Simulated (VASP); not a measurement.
Input:

```
C
1.0
    2.01456     0.00000     0.00000
    0.00000     2.01456     0.00000
    0.00000     0.00000     2.01456
C
1
Direct
  0.00000   0.00000   0.00000
```

Method: r2SCAN meta-GGA, VASP's PBE PAW potentials (set 64) (plane waves; VASP 6.6.1). Run with 520 eV cut-off, 12×12×12 Γ-centred mesh, Gaussian smearing of 0.050 eV, potentials C.

Energy and stress use the plane-wave basis of the starting cell.

**Question.** The ions, cell shape and volume are relaxed. What does this cell relax into?

**Answer.** 
```
C
1.0
    1.78272     0.00000     0.00000
    0.00000     1.78272     0.00000
    0.00000     0.00000     1.78272
C
1
Cartesian
  0.00000   0.00000   0.00000
```
Space group Pm-3m (221), at a tolerance of 0.03 Å.

**Question.** How do energy and volume change from the first to the last step?

**Answer.** The energy (σ→0) changes by -609.0 meV/atom and the volume by -30.7 %, in 15 ionic steps.

```
step  E(σ→0) (eV)  max force (eV/Å)  pressure (GPa)  volume (Å³)
----  -----------  ----------------  --------------  -----------
1         -6.3999             0.000          -56.25         8.18
2         -6.9687             0.000           31.43         5.23
3         -7.0090             0.000            0.29         5.66
4         -7.0087             0.000           -2.30         5.71
5         -7.0087             0.000           -2.25         5.70
6         -7.0088             0.000           -1.89         5.70
7         -7.0088             0.000           -1.89         5.70
8         -7.0088             0.000           -1.87         5.70
9         -7.0088             0.000           -1.85         5.70
10        -7.0088             0.000           -1.80         5.70
11        -7.0088             0.000           -1.70         5.69
12        -7.0089             0.000           -1.33         5.69
13        -7.0089             0.000           -0.75         5.68
14        -7.0090             0.000            0.41         5.66
15        -7.0090             0.000            0.18         5.67
```

The structure was generated: C was put into the simple-cubic type (Pm-3m), which need not be its known phase. This run relaxes it. Symmetry was kept, so distortions that lower it aren't found.
